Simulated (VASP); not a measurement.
Method: PBE GGA, VASP's PBE PAW potentials (set 64) (plane waves; VASP).

VASP input:

POSCAR:
```
MgS
1.0
  0.0000000000   2.6000000000   2.6000000000
  2.6000000000   0.0000000000   2.6000000000
  2.6000000000   2.6000000000   0.0000000000
Mg S
1 1
direct
  0.0000000000   0.0000000000   0.0000000000
  0.5000000000   0.5000000000   0.5000000000
```

### INCAR
```
ALGO = Normal
EDIFF = 1E-6
EDIFFG = -0.01
ENCUT = 520
GGA = PE
IBRION = 2
ISIF = 3
ISMEAR = 0
LASPH = .TRUE.
LCHARG = .FALSE.
LREAL = .FALSE.
LWAVE = .FALSE.
NELM = 100
NSW = 60
PREC = Accurate
SIGMA = 0.05
SYSTEM = MgS
```

File KPOINTS:
```
kpoints
0
Gamma
  8 8 8
0 0 0
```

POTCAR, in this order: Mg S (PBE.64 set). Program: vasp_std.

Output

### OUTCAR
```
 ion  position               nearest neighbor table
   1  0.000  0.000  0.000-   2 2.60   2 2.60   2 2.60   2 2.60   2 2.60   2 2.60
   2  0.500  0.500  0.500-   1 2.60   1 2.60   1 2.60   1 2.60   1 2.60   1 2.60
  LATTYP: Found a face centered cubic cell.
 ALAT       =     5.2000000000
 Subroutine PRICEL returns:
 Original cell was already a primitive cell.
 Subroutine GETGRP returns: Found 48 space group operations
The static configuration has the point symmetry O_h .
The dynamic configuration has the point symmetry O_h .
 Subroutine INISYM returns: Found 48 space group operations
 Subroutine IBZKPT returns following result:
 Found     29 irreducible k-points:

 Following reciprocal coordinates:
            Coordinates               Weight
  0.000000  0.000000  0.000000      1.000000
  0.125000  0.000000  0.000000      8.000000
  0.250000  0.000000  0.000000      8.000000
  0.375000  0.000000  0.000000      8.000000
  0.500000  0.000000  0.000000      4.000000
  0.125000  0.125000  0.000000      6.000000
  0.250000  0.125000  0.000000     24.000000
  0.375000  0.125000  0.000000     24.000000
  0.500000  0.125000  0.000000     24.000000
...
```

### OSZICAR
```
       N       E                     dE             d eps       ncg     rms          rms(c)
DAV:   1     0.235925294855E+02    0.23593E+02   -0.37977E+03   488   0.820E+02
DAV:   2    -0.791215905206E+01   -0.31505E+02   -0.30394E+02   632   0.109E+02
DAV:   3    -0.890239293346E+01   -0.99023E+00   -0.99023E+00   584   0.263E+01
DAV:   4    -0.890624030164E+01   -0.38474E-02   -0.38474E-02   728   0.191E+00
DAV:   5    -0.890624968006E+01   -0.93784E-05   -0.93784E-05   600   0.666E-02    0.442E+00
DAV:   6    -0.854234672894E+01    0.36390E+00   -0.93676E-01   504   0.481E+00    0.348E+00
DAV:   7    -0.850153143479E+01    0.40815E-01   -0.23726E-01   608   0.260E+00    0.231E+00
DAV:   8    -0.850161180570E+01   -0.80371E-04   -0.13259E-02   552   0.976E-01    0.891E-01
DAV:   9    -0.850143452764E+01    0.17728E-03   -0.53115E-04   568   0.189E-01    0.273E-01
DAV:  10    -0.850147344345E+01   -0.38916E-04   -0.14386E-04   648   0.794E-02    0.148E-02
DAV:  11    -0.850147083623E+01    0.26072E-05   -0.21295E-05   544   0.240E-02    0.988E-03
DAV:  12    -0.850147085202E+01   -0.15783E-07   -0.40015E-07   296   0.562E-03
   1 F= -.85014709E+01 E0= -.85014709E+01  d E =-.850147E+01
       N       E                     dE             d eps       ncg     rms          rms(c)
DAV:   1    -0.851006509163E+01   -0.85943E-02   -0.15025E-01   520   0.251E+00    0.663E-01
DAV:   2    -0.850359748000E+01    0.64676E-02   -0.18919E-02   488   0.736E-01    0.216E-01
DAV:   3    -0.850289020663E+01    0.70727E-03   -0.39617E-03   512   0.349E-01    0.143E-01
DAV:   4    -0.850287764081E+01    0.12566E-04   -0.29281E-05   560   0.476E-02    0.125E-01
DAV:   5    -0.850284731111E+01    0.30330E-04   -0.17885E-05   496   0.359E-02    0.185E-02
DAV:   6    -0.850284803077E+01   -0.71966E-06   -0.23787E-07   288   0.491E-03
   2 F= -.85028480E+01 E0= -.85028480E+01  d E =-.137718E-02
       N       E                     dE             d eps       ncg     rms          rms(c)
DAV:   1    -0.850316568616E+01   -0.31838E-03   -0.51432E-03   528   0.467E-01    0.124E-01
DAV:   2    -0.850294120630E+01    0.22448E-03   -0.64679E-04   472   0.136E-01    0.396E-02
DAV:   3    -0.850291805583E+01    0.23150E-04   -0.13589E-04   520   0.647E-02    0.283E-02
DAV:   4    -0.850291831751E+01   -0.26168E-06   -0.95811E-07   416   0.877E-03
   3 F= -.85029183E+01 E0= -.85029183E+01  d E =-.144747E-02
```

### OUTCAR
```
------------------------ aborting loop because EDIFF is reached ----------------------------------------
  FORCE on cell =-STRESS in cart. coord.  units (eV):
  Direction    XX          YY          ZZ          XY          YZ          ZX
  --------------------------------------------------------------------------------------
  Total        0.0004017      0.0004017      0.0004017     -0.0000000     -0.0000000      0.0000000
  in kB        0.0180683      0.0180683      0.0180683     -0.0000000     -0.0000000      0.0000000
  external PRESSURE =       0.0180683 kB  Pullay stress =       0.0000000 kB
  volume of cell :       35.62
      direct lattice vectors                 reciprocal lattice vectors
    -0.000000000  2.611384220  2.611384220    -0.191469335  0.191469335  0.191469335
     2.611384220 -0.000000000  2.611384220     0.191469335 -0.191469335  0.191469335
     2.611384220  2.611384220 -0.000000000     0.191469335  0.191469335 -0.191469335
 POSITION                                       TOTAL-FORCE (eV/Angst)
 -----------------------------------------------------------------------------------
      0.00000      0.00000      0.00000        -0.000000      0.000000      0.000000
      2.61138      2.61138      2.61138         0.000000     -0.000000     -0.000000
 -----------------------------------------------------------------------------------
    total drift:                                0.000000      0.000000      0.000000
  FREE ENERGIE OF THE ION-ELECTRON SYSTEM (eV)
  ---------------------------------------------------
  free  energy   TOTEN  =        -8.5029183175 eV

  energy  without entropy=       -8.5029183175  energy(sigma->0) =       -8.50291832

 reached required accuracy - stopping structural energy minimisation
```
(Selected blocks of OUTCAR.)

**CONTCAR**
```
MgS
   1.00000000000000
    -0.0000000000000000    2.6113842202243358    2.6113842202243358
     2.6113842202243358   -0.0000000000000000    2.6113842202243358
     2.6113842202243358    2.6113842202243358   -0.0000000000000000
  Mg              S
     1     1
Direct
     0.0000000000000000    0.0000000000000000    0.0000000000000000
     0.5000000000000000    0.5000000000000000    0.5000000000000000
```

### OUTCAR
```
 val. band max:        3.6255809446   @ k =   0.0000   0.0000   0.0000

 cond. band min:       6.3769634943   @ k =   0.5000   0.5000   0.0000


 Fermi energy:         3.9067895358

 k-point     1 :       0.0000    0.0000    0.0000
  band No.  band energies     occupation
      1      -8.9777      2.00000
      2       3.6256      2.00000
      3       3.6256      2.00000
      4       3.6256      2.00000
      5       7.2483      0.00000
      6      11.5871      0.00000
      7      11.5871      0.00000
      8      11.5871      0.00000

 k-point     2 :       0.1250    0.0000    0.0000
  band No.  band energies     occupation
      1      -8.8294      2.00000
      2       2.5853      2.00000
      3       3.5270      2.00000
      4       3.5270      2.00000
      5       8.0548      0.00000
      6      11.2602      0.00000
      7      11.8289      0.00000
      8      11.8289      0.00000

 k-point     3 :       0.2500    0.0000    0.0000
  band No.  band energies     occupation
      1      -8.4289      2.00000
      2       0.8470      2.00000
      3       3.3117      2.00000
      4       3.3117      2.00000
      5       8.5431      0.00000
      6      11.4333      0.00000
      7      11.4333      0.00000
      8      11.8664      0.00000

 k-point     4 :       0.3750    0.0000    0.0000
  band No.  band energies     occupation
      1      -7.9417      2.00000
      2      -0.5754      2.00000
      3       3.1218      2.00000
      4       3.1218      2.00000
      5       8.2927      0.00000
      6      10.7661      0.00000
      7      10.7661      0.00000
      8      13.2720      0.00000

 k-point     5 :       0.5000    0.0000    0.0000
  band No.  band energies     occupation
      1      -7.7008      2.00000
      2      -1.1439      2.00000
      3       3.0491      2.00000
      4       3.0491      2.00000
      5       8.1579      0.00000
      6      10.5198      0.00000
      7      10.5198      0.00000
...
```

The compound is MgS in the rock salt structure. This run relaxes it. Symmetry was kept, so distortions that lower it aren't found.
